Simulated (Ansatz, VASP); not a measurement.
# Ge (Ge(110)) in two plane-wave programs, part 2 of 2

Aim: how closely do two programs agree when they are given the same cell, functional and k mesh? The structure shown is the end of the VASP relaxation below.

VASP 6.6.1 and Ansatz 0.2.0.

So far: The starting structure; VASP: relaxation, PBE.

### 3. Ansatz: single point, PBE

Level of this step: Ansatz beside VASP: Kohn-Sham DFT, plane waves, PBE (Ansatz).

Ansatz runs on its default PAW (the set named soft_2) files.

The same cell, functional, mesh and smearing now go to Ansatz, which takes its cutoff from its data sets.

File input.yaml:

```yaml
crystal:
  lattice:
    - [3.97062374, 0.0, 0.0]
    - [0.0, 5.61530995, 0.0]
    - [0.0, 0.0, 32.66621579]
  atoms:
    - { symbol: Ge, position: [0.75, 0.36815667, 0.75885007] }
    - { symbol: Ge, position: [0.25, 0.63184333, 0.75885007] }
    - { symbol: Ge, position: [0.25, 0.86414936, 0.69334787] }
    - { symbol: Ge, position: [0.75, 0.13585064, 0.69334787] }
    - { symbol: Ge, position: [0.75, 0.37008867, 0.62836512] }
    - { symbol: Ge, position: [0.25, 0.62991133, 0.62836512] }
    - { symbol: Ge, position: [0.25, 0.87005029, 0.5641476] }
    - { symbol: Ge, position: [0.75, 0.12994971, 0.5641476] }
    - { symbol: Ge, position: [0.75, 0.37041208, 0.5] }
    - { symbol: Ge, position: [0.25, 0.62958792, 0.5] }
    - { symbol: Ge, position: [0.25, 0.87005029, 0.4358524] }
    - { symbol: Ge, position: [0.75, 0.12994971, 0.4358524] }
    - { symbol: Ge, position: [0.75, 0.37008867, 0.37163488] }
    - { symbol: Ge, position: [0.25, 0.62991133, 0.37163488] }
    - { symbol: Ge, position: [0.25, 0.86414936, 0.30665213] }
    - { symbol: Ge, position: [0.75, 0.13585064, 0.30665213] }
    - { symbol: Ge, position: [0.75, 0.36815667, 0.24114993] }
    - { symbol: Ge, position: [0.25, 0.63184333, 0.24114993] }
hamiltonian:
  xc: pbe
  pseudopotentials: { kind: paw }
kpoints:
  mp_grid: { grid: [6, 4, 1] }
scf:
  occupations: { method: gaussian, width: 0.03 }
  n_extra_bands: 8
efield:
  axis: 3
  dipole_correction: true
  ramp_width: 0.04
output:
  forces: true
  eigenvalues: true
```

Started as:

```
$ ansatz run input.yaml --threads 8 --pin off --max-ram 18432MiB --backend cpu --events-out ev --progress --plain --runs-dir out
```

Numbers of over 12 decimals in the logs are rounded to 6 here.

Output:

```text
scf.n_extra_bands = 8 over 126 filled bands (N_el = 252.0): the run solves 134 bands
Engine: ansatz 0.2.0, aarch64-unknown-linux-gnu
Pseudopotentials: kind: paw
Pseudopotential: Ge, paw, valence charge 14, recommended cutoff 420 eV (normal), Ge.paw.azcp
Functional definition: PBE
  parameter kappa = 0.804
  parameter beta = 0.066725
  exchange = pbe_x(kappa = kappa, mu = beta*pi^2/3)
  correlation = pbe_c(beta = beta)
Crystal: 18 atoms, lattice volume = 728.335 Å³
Basis set: ecut = 420 eV, 14303 PW (Γ), exchange–correlation on 54×80×450 points (8 copies of the dense FFT grid, shifted against one another)
Bands: 134, of which v1, the nominal top of the filled ones, is band 126 counted from 1 (125 counted from 0)
Symmetry: 4 space group operations
k-points: 12 of 24
Non-local potential: Ge, projectors of the file, l = 0: 2, l = 1: 2, l = 2: 3, l = 3: 1
PAW form: soft (Blöchl's): semilocal exchange-correlation on the pseudo side does not see the compensation charge
PAW one-centre angular grid: Ge, 590 points (default); XC on 64 Gauss nodes
Initial density: superposition of atomic densities (neutral atoms: chi_scale 0, normalization atom), corrected by the library's trained network
Initial wavefunctions: pseudopotential atomic-orbital guess
Functional: x = pbe(κ = 0.804, μ = 0.219515), c = pbe(β = 0.066725)
SCF iter   1: F=—  HF=-77305.857932 eV  |F-HF|=—  |Δ(HF+E_count)|=         —  Δρ=1.85e-3  dr2=6.86e-2  ethr=1.77e-3  p=0.000 e·Å  D=1.01e-13 V/Å  ΔV_dip=-0.00 eV  dr2_dipole=1.71e-5  V_vac-E_F(+/−)=4.82/4.82 eV  ⟨swp⟩=6.2  Hψ=5888  notcnv=0  defer=1
efield: sawtooth ramp at fractional position 0.9800 (placed from the atoms, in the widest stretch of the axis that holds none; the zero of the levels goes with the place), width 0.0400; the density the first Hamiltonian is built on has a dipole p = 0.000 e·Å; the dipole correction subtracts the counter field D = 1.01e-13 V/Å, which shifts the + side's vacuum level by -0.00 eV against the − side's; the planar-averaged density in the ramp window peaks in size at 3.3e-5 e/Å³
preconditioner: auto → LDOS  [metal: Δε(μ)=0.013 eV  Ē_g=20.345 eV  σ=0.030 eV  W_gap=0.23  n_scr=160 (ndim 8)  ℏωp=21.8 eV  f_vac=0.403  D(μ)=23.94/eV (n_scr^D=190)  β→1.0]
SCF iter   2: F=—  HF=-77305.851549 eV  |F-HF|=—  |Δ(HF+E_count)|=   6.38e-3  Δρ=7.64e-4  dr2=1.55e-2  ethr=2.72e-5  p=-0.000 e·Å  D=-2.47e-6 V/Å  ΔV_dip=0.00 eV  dr2_dipole=1.89e-5  V_vac-E_F(+/−)=4.80/4.80 eV  ⟨swp⟩=2.0  Hψ=2766  notcnv=0  defer=28
SCF iter   3: F=—  HF=-77305.852360 eV  |F-HF|=—  |Δ(HF+E_count)|=   8.10e-4  Δρ=7.01e-4  dr2=5.01e-3  ethr=6.16e-6  p=0.000 e·Å  D=4.52e-7 V/Å  ΔV_dip=-0.00 eV  dr2_dipole=3.74e-10  V_vac-E_F(+/−)=4.80/4.80 eV  ⟨swp⟩=2.1  Hψ=3048  notcnv=0  defer=28
SCF iter   4: F=—  HF=-77305.849828 eV  |F-HF|=—  |Δ(HF+E_count)|=   2.53e-3  Δρ=1.57e-4  dr2=9.83e-4  ethr=1.99e-6  p=0.000 e·Å  D=8.08e-7 V/Å  ΔV_dip=-0.00 eV  dr2_dipole=1.01e-9  V_vac-E_F(+/−)=4.79/4.79 eV  ⟨swp⟩=2.0  Hψ=3007  notcnv=0  defer=28
SCF iter   5: F=—  HF=-77305.849803 eV  |F-HF|=—  |Δ(HF+E_count)|=   2.48e-5  Δρ=8.06e-5  dr2=2.30e-4  ethr=3.90e-7  p=0.000 e·Å  D=4.53e-7 V/Å  ΔV_dip=-0.00 eV  dr2_dipole=3.26e-11  V_vac-E_F(+/−)=4.79/4.79 eV  ⟨swp⟩=2.0  Hψ=2262  notcnv=0  defer=28
SCF iter   6: F=—  HF=-77305.849789 eV  |F-HF|=—  |Δ(HF+E_count)|=   1.41e-5  Δρ=4.52e-5  dr2=9.72e-5  ethr=9.11e-8  p=-0.000 e·Å  D=-2.20e-8 V/Å  ΔV_dip=0.00 eV  dr2_dipole=5.27e-10  V_vac-E_F(+/−)=4.79/4.79 eV  ⟨swp⟩=2.0  Hψ=2267  notcnv=0  defer=28
SCF iter   7: F=—  HF=-77305.849776 eV  |F-HF|=—  |Δ(HF+E_count)|=   1.28e-5  Δρ=2.35e-5  dr2=4.55e-5  ethr=3.86e-8  p=-0.000 e·Å  D=-2.77e-7 V/Å  ΔV_dip=0.00 eV  dr2_dipole=2.21e-9  V_vac-E_F(+/−)=4.80/4.80 eV  ⟨swp⟩=2.0  Hψ=1803  notcnv=0  defer=28
SCF iter   8: F=—  HF=-77305.849774 eV  |F-HF|=—  |Δ(HF+E_count)|=   2.56e-6  Δρ=1.24e-5  dr2=1.22e-5  ethr=1.81e-8  p=-0.000 e·Å  D=-2.69e-7 V/Å  ΔV_dip=0.00 eV  dr2_dipole=8.41e-10  V_vac-E_F(+/−)=4.80/4.80 eV  ⟨swp⟩=2.0  Hψ=1727  notcnv=0  defer=28
SCF iter   9: F=—  HF=-77305.849774 eV  |F-HF|=—  |Δ(HF+E_count)|=   3.03e-7  Δρ=8.57e-6  dr2=3.71e-6  ethr=4.83e-9  p=-0.000 e·Å  D=-1.38e-7 V/Å  ΔV_dip=0.00 eV  dr2_dipole=1.26e-11  V_vac-E_F(+/−)=4.80/4.80 eV  ⟨swp⟩=2.1  Hψ=2735  notcnv=0  defer=28
SCF iter  10: F=—  HF=-77305.849774 eV  |F-HF|=—  |Δ(HF+E_count)|=   3.49e-7  Δρ=3.24e-6  dr2=5.15e-7  ethr=1.47e-9  p=-0.000 e·Å  D=-6.06e-8 V/Å  ΔV_dip=0.00 eV  dr2_dipole=1.08e-10  V_vac-E_F(+/−)=4.80/4.80 eV  ⟨swp⟩=2.0  Hψ=2692  notcnv=0  defer=28
SCF iter  11: F=-77305.849774 eV  HF=-77305.849774 eV  |F-HF|=9.11e-9  |Δ(HF+E_count)|=   2.24e-8  Δρ=1.42e-6  dr2=5.30e-8  ethr=3.97e-11  p=-0.000 e·Å  D=-1.45e-8 V/Å  ΔV_dip=0.00 eV  dr2_dipole=4.92e-11  V_vac-E_F(+/−)=4.80/4.80 eV  ⟨swp⟩=8.2  Hψ=5914  notcnv=0
SCF 1 converged in 11 iterations: F = -77305.849774 eV  dr2 = 5.30e-8
  greatest PAW one-centre occupation: 0.998 electrons in one spin orbital (limit 2), on the Ge atom at site 0 (counted from 0), in its partial waves of l = 2
SCF converged after 11 iterations
Free energy (F): -77305.849774 eV
Harris-Foulkes:  -77305.849774 eV  (|F-HF|=9.11e-9)
Internal energy: -77305.838852 eV  (E = F + TS)
E sigma→0 (E₀):  -77305.844313 eV
Entropy (-TS):   -0.010922 eV (-0.607 meV/atom)
Fermi energy:    2.476056 eV
Dipole field:    D = -0.000005 V/Å  (p = -0.000020 e·Å, saw-weighted, corrected)
Work function:   Φ+ = 4.7979 eV   Φ− = 4.7978 eV
Levels:          The Fermi level and band energies are counted from a zero that moves with the ramp; work functions are not
--- Per-component energies (eV) ---
  E_band       = -4112.516602
  E_kinetic    = 1992.487199
  E_local      = -294555.758836  (includes V_loc(G=0)·N_el)
  E_nonlocal   = 7517.877459
  E_hartree    = 143844.870547
  E_xc         = -1353.578790
  E_vxc        = -1153.118570  (∫ρ·V_xc dr)
  E_paw        = -36341.737505  (= ΣΔE_a)
  E_vpaw       = -5603.819823  (= ΣTr[D̂ρ^β])
  E_aug_tail   = 0.005804  (compensation charges beyond the density's cutoff)
  E_efield     = 0.000000  (sawtooth field / dipole correction)
  E_vefield    = 0.000000  (∫n·V_field dr)
  E_ewald      = 101589.995270
  E_smearing   = -0.010922  (= −TS)
  E_closure    = 0.000000  (closes the sum)
  Σ components = -77305.849774   (vs F -77305.849774, Δ=0.00e0)
--- Forces (eV/Å), atoms counted from 1 ---
  atom   1  Ge     0.00000000     0.06340327    -0.06808200
  atom   2  Ge     0.00000000    -0.06340327    -0.06808200
  atom   3  Ge     0.00000000     0.02104585     0.03730222
  atom   4  Ge     0.00000000    -0.02104585     0.03730222
  atom   5  Ge     0.00000000     0.02047140    -0.00980942
  atom   6  Ge     0.00000000    -0.02047140    -0.00980942
  atom   7  Ge     0.00000000     0.00376161    -0.03518384
  atom   8  Ge     0.00000000    -0.00376161    -0.03518384
  atom   9  Ge     0.00000000     0.00290438     0.00000004
  atom  10  Ge     0.00000000    -0.00290438     0.00000004
  atom  11  Ge     0.00000000     0.00376169     0.03518387
  atom  12  Ge     0.00000000    -0.00376169     0.03518387
  atom  13  Ge     0.00000000     0.02047156     0.00980956
  atom  14  Ge     0.00000000    -0.02047156     0.00980956
  atom  15  Ge     0.00000000     0.02104602    -0.03730186
  atom  16  Ge     0.00000000    -0.02104602    -0.03730186
  atom  17  Ge     0.00000000     0.06340491     0.06808157
  atom  18  Ge     0.00000000    -0.06340491     0.06808157
  max |Σ_I F_I| component: 2.85e-7 eV/Å
--- Band table (eV; the first three rows and the last of 12) ---
  k-point 0: bands = [... 122 lower, 2.5317, 2.6541, 2.8969, 2.9193, 2.9694, 3.0673, 3.6498, 3.9125, ... 4 higher]
  k-point 1: bands = [... 122 lower, 2.2887, 2.3828, 2.3853, 2.4628, 2.9092, 3.0163, 3.5638, 3.9392, ... 4 higher]
  k-point 2: bands = [... 122 lower, 1.9105, 1.9146, 2.2483, 2.3660, 2.5182, 2.6508, 3.4750, 3.7236, ... 4 higher]
  k-point 11: bands = [... 122 lower, 1.2302, 1.2302, 1.8430, 1.8430, 2.2639, 2.2639, 3.7175, 3.7175, ... 4 higher]
```

It took 21 s on 8 threads of Arm Neoverse V2, shared host; peak memory 3.6 GiB; 2.6 min of CPU time.

Reading the cycles: dr2 is the Hartree energy of the density residual (eV), the measure of convergence; HF is the Harris–Foulkes estimate of the energy, which meets the free energy F at convergence.

### 4. Differences

Known differences besides the potentials themselves: the data sets hold 252 valence electrons in Ansatz (default PAW (the set named soft_2) files) and 72 in VASP; the cutoff is 420 eV in Ansatz and 320 eV in VASP (PREC = Normal, projectors in real space); VASP leaves aspherical gradient terms in its spheres out (LASPH is not set), Ansatz keeps them. Total energies have different zeros and are not compared.

At this near-relaxed geometry the largest component of a force difference is 49 meV/Å. VASP's last cycles still show a density residual of 6e-03, so its state may not be settled.

### 5. Further runs

Further runs change the set-up of one program: Ansatz's method, potentials or start, or VASP's data sets, cutoff or form of LDA. The table gives Ansatz less VASP for each quantity, since a change that brings one quantity closer may part another.

| run | r.m.s. force difference (meV/Å) |
| --- | --- |
| as above | 21 |
| Ansatz's larger PAW set (cutoff 560 eV) | 21 |
| norm-conserving potentials (cutoff 1061 eV) | 19 |

### 6. Outcome

```
r.m.s. force difference (single point, PBE) : 21 meV/Å
```

What this shows: The r.m.s. force difference is 21 meV/Å (single point, PBE), beyond the 12 meV/Å picked in this series as the mark of a large difference. For single point, PBE, no further run moves any of the tabulated differences by more than a quarter of its size. Such differences can come from data sets, numerical settings and the points named under the comparisons, not from the functional's error against experiment.

[Lines on the potential files, build, host, timing and source positions are cut from VASP's logs without a mark.]

[Logs are printed without paths, hosts, clocks, repeated set-up lines and the standing remarks that a program may print on its own settings, such as how far it seeks lower states.]

[Hosts, paths, dates, database ids (printed as entryN), source tags and the programs' standing remarks are cut or masked in the printed files.]
